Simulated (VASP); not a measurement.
# A VASP study of CaCuF3 (LAK): structure first, properties next

What structure does CaCuF3 take at this level, and what are its properties? The steps: rough relaxation of the start cell, full relaxation (LAK), second relaxation, density, ELF and potential (LAK), bands along the symmetry lines (LAK), total and projected DOS (LAK), field gradients at the nuclei (LAK), volume scan with LAK, fit for LAK, bands along the symmetry lines (TB-mBJ) and bands along the symmetry lines (LAK), changed input. The cell is invented: it takes the structure of a Materials Project entry for KCaF3 (space group 221 there), with some of its atoms replaced by other elements, volume scaled by an estimate. It may not be a known or stable phase.

Program: VASP 6.6.1. Level of theory: LAK; plane waves and PAW (Cu, Ca_sv, F), in the first sound run; inputs show where later runs differ. Results are calculated unless marked as measured.

This is a report of a sequence of runs, with most program output left out.

### Step 1. The structure

Before any relaxation, the start is as follows. It takes space group Pm-3m (No. 221, cubic). The conventional cell has a = 4.031 Å, b = 4.031 Å, c = 4.031 Å, α = 90.00°, β = 90.00°, γ = 90.00°. Cu has 12 F at 2.85 Å nearest. Ca has 6 F at 2.02 Å nearest. F has 2 Ca at 2.02 Å nearest. It derives from KCaF3. it takes the structure of a Materials Project entry for KCaF3 (space group 221 there), with some of its atoms replaced by other elements, volume scaled by an estimate. Farther neighbours and most contacts between anions are not listed.

Structure file:

```xyz
5
Lattice="4.0313 0.0000 0.0000 0.0000 4.0313 0.0000 0.0000 0.0000 4.0313" Properties=species:S:1:pos:R:3 pbc="T T T"
Cu    2.0157    2.0157    2.0157
Ca    0.0000    0.0000    0.0000
F     0.0000    2.0157    0.0000
F     0.0000    0.0000    2.0157
F     2.0157    0.0000    0.0000
```

### Step 2. Rough relaxation of the start cell

The start is only an estimate, so a cheap relaxation brings it near a minimum before any careful run. LAK is a meta-GGA built to open gaps without exact exchange.

File INCAR:

```
SYSTEM = CaCuF3
PREC = Normal
ENCUT = 520
EDIFF = 1E-05
NELM = 60
ISMEAR = -1
SIGMA = 0.05
LREAL = .FALSE.
ALGO = Normal
METAGGA = LAK
LASPH = .TRUE.
NBANDS = 27
LORBIT = 11
LWAVE = .FALSE.
LCHARG = .FALSE.
KPAR = 2
IBRION = 2
NSW = 40
ISIF = 3
EDIFFG = -0.04
```

File POSCAR:

```
CaCuF3
1.0
    4.0313130000      0.0000000000      0.0000000000
    0.0000000000      4.0313130000      0.0000000000
    0.0000000000      0.0000000000      4.0313130000
Cu Ca F
1 1 3
Direct
    0.5000000000      0.5000000000      0.5000000000
    0.0000000000      0.0000000000      0.0000000000
    0.0000000000      0.5000000000      0.0000000000
    0.0000000000      0.0000000000      0.5000000000
    0.5000000000      0.0000000000      0.0000000000
```

File KPOINTS:

```
Automatic mesh
0
Gamma
4 4 4
0 0 0
```

Potentials, in the order of the species: Cu, Ca_sv and F (PBE family, release 64).

On the command line:

```
mpirun -np 2 vasp_std
```

It took 2.1 min on 2 MPI ranks of AMD EPYC 7R43, shared host; peak memory 0.23 GiB; 4.2 min of CPU time.

The gap is read on the k-mesh alone, so it is an upper bound where the band edges lie off the mesh. This relaxation is a rough one on cheap settings, only to bring the start near its minimum. The PAW data sets were made with PBE, which is usual practice but a small mismatch for other functionals. After so large a change of volume the plane waves of the start cell no longer fit, so the final stress carries a basis-set error. The run keeps the 48 symmetry operations of its start, so it cannot find a distortion of lower symmetry.

Relaxation path:

```tsv
step	energy less that of the first step (eV)	largest force (eV/Å)	pressure (GPa)	volume (Å³)
1	0.0000	0.0000	24.45	65.51
2	-0.9102	0.0000	-5.87	86.36
3	-1.0110	0.0000	-0.05	80.47
```

```tsv
conventional cell, symmetrised	before	after	change
a (Å)	4.031	4.317	+7.1 %
b (Å)	4.031	4.317	+7.1 %
c (Å)	4.031	4.317	+7.1 %
volume (Å³/atom)	13.10	16.09	+22.8 %
```

The relaxed structure:

```
Cu Ca F
1.0
     4.31734    0.00000    0.00000
     0.00000    4.31734    0.00000
     0.00000    0.00000    4.31734
Cu Ca F
1 1 3
Direct
  0.50000 0.50000 0.50000
  0.00000 0.00000 0.00000
  0.00000 0.50000 0.00000
  0.00000 0.00000 0.50000
  0.50000 0.00000 0.00000
```

A gap read on the k-mesh alone can miss the band edges.

Numbers from this step:

```yaml
electrons: 42
bands: 27
irreducible_k_points: 10
symmetry_operations: 48
free_energy_toten: -3.529 eV
energy_at_zero_smearing: -3.529 eV
fermi_energy: 0.1268 eV
pressure: -0.04797 GPa
metallic: no
valence_top_at_k: 0.5, 0, 0
conduction_bottom_at_k: 0, 0, 0
least_direct_gap_at_k: 0, 0, 0
scf_cycles_over_all_ionic_steps: 37
gap_on_the_k_mesh: 0.4959 eV
least_direct_gap_on_the_k_mesh: 0.6027 eV
```

It ends with forces that vanish by symmetry and a pressure of -0.05 GPa.

### Step 3. Full relaxation (LAK)

Properties are meant for the cell that this level of theory prefers, so cell and atoms are relaxed first (ISIF = 3) until forces and stress are small; EDIFFG sets the threshold.

File INCAR:

```
SYSTEM = CaCuF3
PREC = Accurate
ENCUT = 520
EDIFF = 1E-06
NELM = 100
ISMEAR = -1
SIGMA = 0.05
LREAL = .FALSE.
ALGO = Normal
METAGGA = LAK
LASPH = .TRUE.
NBANDS = 27
LORBIT = 11
LWAVE = .FALSE.
LCHARG = .FALSE.
KPAR = 2
IBRION = 2
NSW = 60
ISIF = 3
EDIFFG = -0.01
```

POSCAR, as its differences from that of step 2:

```diff
@@ -2,5 +2,5 @@
 1.0
-    4.0313130000      0.0000000000      0.0000000000
-    0.0000000000      4.0313130000      0.0000000000
-    0.0000000000      0.0000000000      4.0313130000
+    4.3173400391      0.0000000000      0.0000000000
+    0.0000000000      4.3173400391      0.0000000000
+    0.0000000000      0.0000000000      4.3173400391
 Cu Ca F
```

File KPOINTS:

```
Automatic mesh
0
Gamma
5 5 5
0 0 0
```

On the command line:

```
mpirun -np 2 vasp_std
```

Elapsed: 3.1 min, on 2 MPI ranks; peak memory 0.33 GiB; 6.1 min of CPU time.

The steps of the relaxation:

```tsv
step	energy less that of the first step (eV)	largest force (eV/Å)	pressure (GPa)	volume (Å³)
1	0.0000	0.0000	1.62	80.47
2	-0.0094	0.0000	-0.23	82.38
3	-0.0095	0.0000	-0.04	82.20
```

```tsv
conventional cell, symmetrised	before	after	change
a (Å)	4.317	4.348	+0.7 %
b (Å)	4.317	4.348	+0.7 %
c (Å)	4.317	4.348	+0.7 %
volume (Å³/atom)	16.09	16.44	+2.1 %
```

Final coordinates:

```cif
data_structure
_symmetry_space_group_name_H-M 'P 1'
_symmetry_Int_Tables_number 1
_cell_length_a 4.3479
_cell_length_b 4.3479
_cell_length_c 4.3479
_cell_angle_alpha 90.000
_cell_angle_beta 90.000
_cell_angle_gamma 90.000
_cell_volume 82.20
loop_
_atom_site_label
_atom_site_type_symbol
_atom_site_fract_x
_atom_site_fract_y
_atom_site_fract_z
_atom_site_occupancy
Cu1 Cu 0.50000 0.50000 0.50000 1
Ca2 Ca 0.00000 0.00000 0.00000 1
F3 F 0.00000 0.50000 0.00000 1
F4 F 0.00000 0.00000 0.50000 1
F5 F 0.50000 0.00000 0.00000 1
```

This step gave:

* free energy (TOTEN): -3.620 eV
* energy at zero smearing: -3.620 eV
* Fermi energy: -0.0057 eV
* pressure: -0.03865 GPa
* valence top at k: 0.4, 0, 0
* SCF cycles over all ionic steps: 35
* gap on the k-mesh: 0.5124 eV
* least direct gap on the k-mesh: 0.6046 eV

It ends with forces that vanish by symmetry and a pressure of -0.04 GPa.

### Step 4. Second relaxation

The basis stayed that of the start cell while the cell moved. A rerun from the cell reached resets it; the error of the finite cutoff stays.

INCAR is that of step 3.

POSCAR, as its differences from that of step 3:

```diff
@@ -2,5 +2,5 @@
 1.0
-    4.3173400391      0.0000000000      0.0000000000
-    0.0000000000      4.3173400391      0.0000000000
-    0.0000000000      0.0000000000      4.3173400391
+    4.3479382084      0.0000000000      0.0000000000
+    0.0000000000      4.3479382084      0.0000000000
+    0.0000000000      0.0000000000      4.3479382084
 Cu Ca F
```

KPOINTS is that of step 3.

On the command line:

```
mpirun -np 2 vasp_std
```

Run time: 82 s. Hardware: 2 MPI ranks; peak memory 0.31 GiB; 2.7 min of CPU time.

Little changed from the start: no atom moved by 0.005 Å and no cell edge by 0.1 %.

Numbers from this step:

```
free energy (TOTEN)             : -3.623 eV
energy at zero smearing         : -3.622 eV
pressure                        : -0.03972 GPa
SCF cycles over all ionic steps : 17
gap on the k-mesh               : 0.5117 eV
least direct gap on the k-mesh  : 0.6039 eV
```

It ends with forces that vanish by symmetry and a pressure of -0.04 GPa. The volume moved by under 0.01 %: the run met its threshold at the first step.

### Step 5. Density, ELF and potential (LAK)

A single point on the relaxed cell gives a clean self-consistent state, with density, ELF and potential written out.

INCAR, as its differences from that of step 4:

```diff
@@ -14,7 +14,5 @@
 LWAVE = .FALSE.
-LCHARG = .FALSE.
-KPAR = 2
-IBRION = 2
-NSW = 60
-ISIF = 3
-EDIFFG = -0.01
+LCHARG = .TRUE.
+ISIF = 2
+LELF = .TRUE.
+LVHAR = .TRUE.
```

POSCAR is that of step 4.

KPOINTS is that of step 4.

On the command line:

```
mpirun -np 2 vasp_std
```

It took 73 s on 2 MPI ranks; peak memory 0.25 GiB.

Numbers from this step:

| Item | Value |
| --- | --- |
| SCF cycles | 17 |
| bands | 28 |
| pressure | -0.03645 GPa |
| gap on the k-mesh | 0.5118 eV |
| least direct gap on the k-mesh | 0.604 eV |

Valence electrons inside each PAW sphere by angular momentum. Sphere charges, by row:

```tsv
atom	s (e)	p (e)	d (e)	tot (e)
Cu1	0.058	0.025	9.518	9.601
Ca2	2.033	5.905	0.278	8.216
F3	1.759	4.376	0	6.135
F4	1.759	4.376	0	6.135
F5	1.759	4.376	0	6.135
```

ELF in the ac plane at fractional y = 0.000, with atoms of Ca and F within 0.2 Å of it. It is the smooth field of the valence electrons, not physical close to the nuclei.

Values, 14 rows by 14 columns, each cell a mean:
```
0.55 0.67 0.68 0.22 0.35 0.80 0.77 0.69 0.79 0.71 0.19 0.39 0.72 0.63
0.71 0.72 0.54 0.13 0.26 0.71 0.80 0.80 0.79 0.58 0.14 0.24 0.66 0.72
0.43 0.35 0.16 0.04 0.11 0.44 0.62 0.65 0.58 0.31 0.06 0.05 0.24 0.39
0.21 0.18 0.10 0.04 0.03 0.14 0.27 0.32 0.23 0.08 0.03 0.06 0.14 0.19
0.73 0.68 0.49 0.21 0.04 0.02 0.05 0.06 0.04 0.02 0.08 0.31 0.58 0.71
0.76 0.80 0.74 0.46 0.13 0.02 0.01 0.01 0.01 0.04 0.23 0.58 0.79 0.79
0.58 0.75 0.78 0.54 0.20 0.03 0.01 0.01 0.01 0.06 0.32 0.65 0.80 0.69
0.71 0.79 0.76 0.50 0.16 0.02 0.01 0.01 0.01 0.05 0.27 0.62 0.80 0.77
0.80 0.78 0.63 0.32 0.07 0.02 0.02 0.03 0.02 0.02 0.14 0.44 0.71 0.80
0.38 0.33 0.20 0.07 0.02 0.07 0.16 0.20 0.13 0.04 0.03 0.11 0.26 0.35
0.25 0.20 0.08 0.03 0.07 0.32 0.50 0.54 0.46 0.21 0.04 0.04 0.13 0.22
0.69 0.65 0.41 0.08 0.20 0.63 0.76 0.78 0.74 0.49 0.10 0.16 0.54 0.68
0.61 0.70 0.65 0.20 0.33 0.78 0.79 0.75 0.80 0.68 0.18 0.35 0.72 0.67
0.43 0.61 0.69 0.25 0.38 0.80 0.71 0.58 0.76 0.73 0.21 0.43 0.71 0.55
```
Columns run along a (4.3 Å), rows up along c (4.3 Å). Atoms in or near the plane, at fractional coordinates: Ca at (0.00, 0.00), F at (0.00, 0.50), F at (0.50, 0.00).

Valence density in the ac plane at fractional y = 0.000, with atoms of Ca and F within 0.2 Å of it. It is the smooth field of the valence electrons, not physical close to the nuclei.

Ten even steps from '0' (0 e/Å³) to '9' (12 e/Å³), each cell a mean:
```
43100157400023
21000012100012
00000000000000
00000000000000
10000000000000
53000000000014
95100000000027
73000000000015
21000000000001
00000000000000
00000000000000
11000001000001
32100135300013
53100279510024
```
Columns run along a (4.3 Å), rows up along c (4.3 Å). Atoms in or near the plane, at fractional coordinates: Ca at (0.00, 0.00), F at (0.00, 0.50), F at (0.50, 0.00).

Electrostatic potential energy in the ac plane at fractional y = 0.000, with atoms of Ca and F within 0.2 Å of it. With pseudopotentials it is smooth inside the atoms' cores, unlike the true potential.

Ten even steps from '0' (-53 eV) to '9' (6 eV), each cell a mean:
```
34689610388754
55789965799865
77899999999987
88999999999998
78999999999998
14999999999973
01899999999950
03899999999961
57999999999996
99999999999999
78899999999988
66789988999876
44689731488754
24679500178753
```
Columns run along a (4.3 Å; values clipped at the 3rd and 97th percentile), rows up along c (4.3 Å). Atoms in or near the plane, at fractional coordinates: Ca at (0.00, 0.00), F at (0.00, 0.50), F at (0.50, 0.00).

In this run the pressure is -0.04 GPa, small enough to go on.

### Step 6. Bands along the symmetry lines (LAK)

Levels along the symmetry lines show where the bands peak and cross; KPOINTS_OPT computes them in the converged potential.

File INCAR:

```
SYSTEM = CaCuF3
PREC = Accurate
ENCUT = 520
EDIFF = 1E-06
NELM = 100
ISMEAR = -1
SIGMA = 0.05
LREAL = .FALSE.
ALGO = Normal
METAGGA = LAK
LASPH = .TRUE.
NBANDS = 36
LORBIT = 11
LWAVE = .FALSE.
LCHARG = .FALSE.
KPAR = 2
```

POSCAR is that of step 5.

KPOINTS is that of step 5.

File KPOINTS_OPT:

```
Line mode
16
Line-mode
Reciprocal
  0.00000000   0.00000000   0.00000000 GAMMA
  0.00000000   0.50000000   0.00000000 X

  0.00000000   0.50000000   0.00000000 X
  0.50000000   0.50000000   0.00000000 M

  0.50000000   0.50000000   0.00000000 M
  0.00000000   0.00000000   0.00000000 GAMMA

  0.00000000   0.00000000   0.00000000 GAMMA
  0.50000000   0.50000000   0.50000000 R

  0.50000000   0.50000000   0.50000000 R
  0.00000000   0.50000000   0.00000000 X

  0.50000000   0.50000000   0.00000000 M
  0.50000000   0.50000000   0.50000000 R
```

On the command line:

```
mpirun -np 2 vasp_std
```

Elapsed: 5.1 min, on 2 MPI ranks; peak memory 0.33 GiB; 10 min of CPU time.

Numbers from this step:

- SCF cycles: 16
- bands: 36
- Fermi energy: -0.007 eV
- pressure: 0.03583 GPa
- least gap on mesh and path: 0.5024 eV
- least direct gap on mesh and path: 0.6045 eV
- valence top at k: 0, 0.5, 0

The electronic bands at the labelled points (eV, zero at the valence-band top; v1 is the highest filled band, c1 the lowest empty one):

```tsv
point	v4	v3	v2	v1	c1	c2	c3	c4
Γ	-0.17	-0.10	-0.10	-0.10	0.50	8.37	8.37	8.37
0.47 of the way	-0.12	-0.10	-0.06	-0.06	1.17	6.90	8.07	8.07
X	-0.09	-0.06	0.00	0.00	2.25	5.05	7.88	7.88
0.47 of the way	-0.05	-0.05	-0.05	0.00	2.44	5.57	7.22	8.06
M	-0.06	-0.01	0.00	0.00	2.74	6.31	6.31	8.57
0.53 of the way	-0.10	-0.06	-0.05	-0.04	1.66	6.83	7.27	8.01
Γ	-0.17	-0.10	-0.10	-0.10	0.50	8.37	8.37	8.37
0.47 of the way	-0.11	-0.08	-0.02	-0.02	2.01	6.76	7.41	7.41
R	-0.13	-0.13	-0.04	-0.04	2.28	7.27	7.27	7.27
0.53 of the way	-0.06	-0.05	-0.05	-0.02	2.49	6.03	7.29	7.58
X	-0.09	-0.06	0.00	0.00	2.25	5.05	7.88	7.88
jump to M	-0.06	-0.01	0.00	0.00	2.74	6.31	6.31	8.57
0.53 of the way	-0.07	-0.07	-0.05	-0.03	2.50	6.82	6.82	7.69
R	-0.13	-0.13	-0.04	-0.04	2.28	7.27	7.27	7.27
```

Of the projections kept (Cu, Ca, F), the largest for each band there; the rest of the weight can lie on other orbitals:

```tsv
point	v4	v3	v2	v1	c1	c2	c3	c4
Γ	Cu 1.00	Cu 1.00	Cu 1.00	Cu 1.00	Cu 0.91	Ca 0.99	Ca 0.99	Ca 0.99
X	Cu 1.00	Cu 0.97	Cu 0.97	Cu 0.97	Cu 0.68	Cu 0.69	Ca 0.49	Ca 0.49
M	Cu 0.99	Cu 0.99	Cu 0.97	Cu 0.97	Cu 0.76	Cu 0.61	Cu 0.61	Cu 1.00
Γ	Cu 1.00	Cu 1.00	Cu 1.00	Cu 1.00	Cu 0.91	Ca 0.99	Ca 0.99	Ca 0.99
R	Cu 1.00	Cu 1.00	Cu 1.00	Cu 1.00	Cu 1.00	F 0.45	F 0.45	F 0.45
X	Cu 1.00	Cu 0.97	Cu 0.97	Cu 0.97	Cu 0.68	Cu 0.69	Ca 0.49	Ca 0.49
```

The path finds the gap of the mesh within 0.02 eV, so the mesh comes close to both band edges.

### Step 7. Total and projected DOS (LAK)

A density of states needs more k-points than a total energy; ISMEAR = -5 takes tetrahedra, and LORBIT projects the states on the PAW spheres. The mesh is finer than in the run before.

INCAR, as its differences from that of step 6:

```diff
@@ -5,3 +5,3 @@
 NELM = 100
-ISMEAR = -1
+ISMEAR = -5
 SIGMA = 0.05
@@ -16 +16,2 @@
 KPAR = 2
+NEDOS = 2001
```

POSCAR is that of step 6.

File KPOINTS:

```
Automatic mesh
0
Gamma
8 8 8
0 0 0
```

On the command line:

```
mpirun -np 2 vasp_std
```

The job ended after 3.2 min (2 MPI ranks; peak memory 0.43 GiB; 6.3 min of CPU time).

This step gave:

```yaml
scf_cycles: 18
irreducible_k_points: 35
fermi_energy: -0.3822 eV
pressure: 0.004827 GPa
valence_top_at_k: 0.5, 0, 0
gap_on_the_k_mesh: 0.4977 eV
least_direct_gap_on_the_k_mesh: 0.5994 eV
```

The density of states has structure finer than the step of the table below, so its rows give means over 1 eV, whole bins alone (the curve runs from -12.0 to 8.42 eV). Peaks (eV: height): total -2.6: 18.0, 0.0: 63.0; F p -3.2: 9.35, -2.9: 8.74, -2.6: 13.9; Cu d 0.0: 59.2; Cu s 2.5: 1.74; Cu p 7.2: 0.659, 7.9: 1.01.

States under -12.0 eV and over 8.4 eV are left out. Density of states against energy, zero at the valence-band top; means over each step; values in states/eV/cell:

```tsv
energy (eV)	total	F p	Cu d	Cu s	Cu p
-5	0	0	0	0	0
-4	4.86	3.23	0.0132	0.0429	0.00902
-3	11.7	8.59	0.0760	0.00913	0.0146
-2	1.46	1.15	0.00713	3.1e-5	2.2e-4
-1	0	0	0	0	0
0	10.00	0.148	9.42	0.00219	3.9e-4
1	0.207	0.0174	8.4e-4	0.0728	9.8e-4
2	1.43	0.188	0.00612	0.588	0.00382
3	0.358	0.0461	5.0e-4	0.160	2.8e-4
4	0	0	0	0	0
5	0.0830	0.00300	1.8e-4	7.7e-4	0.0144
6	1.30	0.0888	0.00381	0.0194	0.242
7	2.14	0.219	0.00786	0.0208	0.433
```

The gap on this mesh is 0.50 eV. In the top eV of the valence band the largest shares in the PAW spheres are Cu d 94 %. The rest lies in smaller channels or between the spheres.

### Step 8. Field gradients at the nuclei (LAK)

Field gradients probe how far the charge around each nucleus departs from cubic symmetry; LASPH keeps the non-spherical terms inside the spheres.

File INCAR:

```
SYSTEM = CaCuF3
PREC = Accurate
ENCUT = 520
EDIFF = 1E-07
NELM = 100
ISMEAR = -1
SIGMA = 0.05
LREAL = .FALSE.
ALGO = Normal
METAGGA = LAK
LASPH = .TRUE.
NBANDS = 27
LORBIT = 11
LWAVE = .FALSE.
LCHARG = .FALSE.
KPAR = 2
LEFG = .TRUE.
```

POSCAR is that of step 7.

File KPOINTS:

```
Automatic mesh
0
Gamma
5 5 5
0 0 0
```

On the command line:

```
mpirun -np 2 vasp_std
```

The job ended after 71 s (2 MPI ranks; peak memory 0.32 GiB).

Numbers from this step:

* SCF cycles: 20
* bands: 27
* irreducible k-points: 10
* Fermi energy: -0.006 eV
* pressure: -5.66e-5 GPa
* valence top at k: 0.4, 0, 0
* gap on the k-mesh: 0.5121 eV
* least direct gap on the k-mesh: 0.6043 eV

Electric field gradients, by row:

```tsv
atom	Vxx (V/Å²)	Vyy (V/Å²)	Vzz (V/Å²)	asymmetry
Cu1	0	0	0	-
Ca2	0	0	0	-
F3	17.77	17.77	-35.53	0
F4	17.77	17.77	-35.53	0
F5	17.77	17.77	-35.53	0
```

The largest gradient, -35.53 V/Å², sits on F3 and like sites; the stable nuclei of F have no quadrupole moment in their ground state, so NMR and NQR don't see it.

### Step 9. Volume scan with LAK, volume scale 0.94

An equation of state needs energies on both sides of the minimum, all on one mesh and cutoff.

INCAR, as its differences from that of step 8:

```diff
@@ -3,3 +3,3 @@
 ENCUT = 520
-EDIFF = 1E-07
+EDIFF = 1E-06
 NELM = 100
@@ -16,2 +16,2 @@
 KPAR = 2
-LEFG = .TRUE.
+ISIF = 2
```

POSCAR, as its differences from that of step 8:

```diff
@@ -2,5 +2,5 @@
 1.0
-    4.3479382084      0.0000000000      0.0000000000
-    0.0000000000      4.3479382084      0.0000000000
-    0.0000000000      0.0000000000      4.3479382084
+    4.2591798705      0.0000000000      0.0000000000
+    0.0000000000      4.2591798705      0.0000000000
+    0.0000000000      0.0000000000      4.2591798705
 Cu Ca F
```

KPOINTS is that of step 8.

On the command line:

```
mpirun -np 2 vasp_std
```

Elapsed: 60 s, on 2 MPI ranks; peak memory 0.33 GiB.

The scan keeps the cell's shape and the fractional positions fixed.

This step gave:

```yaml
scf_cycles: 19
free_energy_toten: -3.541 eV
energy_at_zero_smearing: -3.540 eV
fermi_energy: 0.4246 eV
pressure: 4.551 GPa
gap_on_the_k_mesh: 0.482 eV
least_direct_gap_on_the_k_mesh: 0.5887 eV
```

The pressure here is 4.55 GPa.

### Step 10. Volume scan with LAK, volume scale 0.96

INCAR is that of step 9.

POSCAR, as its differences from that of step 9:

```diff
@@ -2,5 +2,5 @@
 1.0
-    4.2591798705      0.0000000000      0.0000000000
-    0.0000000000      4.2591798705      0.0000000000
-    0.0000000000      0.0000000000      4.2591798705
+    4.2891750832      0.0000000000      0.0000000000
+    0.0000000000      4.2891750832      0.0000000000
+    0.0000000000      0.0000000000      4.2891750832
 Cu Ca F
```

KPOINTS is that of step 9.

On the command line:

```
mpirun -np 2 vasp_std
```

Wall time 62 s (2 MPI ranks); peak memory 0.33 GiB.

Numbers from this step:

| Property | Result |
| --- | --- |
| SCF cycles | 18 |
| free energy (TOTEN) | -3.584 eV |
| energy at zero smearing | -3.584 eV |
| Fermi energy | 0.2726 eV |
| pressure | 3.042 GPa |
| gap on the k-mesh | 0.4909 eV |
| least direct gap on the k-mesh | 0.5924 eV |

The pressure falls from 4.55 to 3.04 GPa.

The run ends at a pressure of 3.04 GPa.

### Step 11. Volume scan with LAK, volume scale 0.98

INCAR is that of step 10.

POSCAR, as its differences from that of step 10:

```diff
@@ -2,5 +2,5 @@
 1.0
-    4.2891750832      0.0000000000      0.0000000000
-    0.0000000000      4.2891750832      0.0000000000
-    0.0000000000      0.0000000000      4.2891750832
+    4.3187565358      0.0000000000      0.0000000000
+    0.0000000000      4.3187565358      0.0000000000
+    0.0000000000      0.0000000000      4.3187565358
 Cu Ca F
```

KPOINTS is that of step 10.

On the command line:

```
mpirun -np 2 vasp_std
```

Elapsed: 62 s, on 2 MPI ranks; peak memory 0.32 GiB; 2 min of CPU time.

The pressure falls from 3.04 to 1.55 GPa.

The run ends at a pressure of 1.55 GPa.

(Continued in part 2 of 2.)

[Lines on the potential files, build, host, timing and source positions are cut from VASP's logs without a mark.]

[Logs are printed without paths, hosts, clocks, repeated set-up lines and the standing remarks that a program may print on its own settings, such as how far it seeks lower states.]

[Hosts, paths, dates, database ids (printed as entryN), source tags and the programs' standing remarks are cut or masked in the printed files.]

[A measured line is paired with the nearest computed mode of its activity, which favours agreement.]
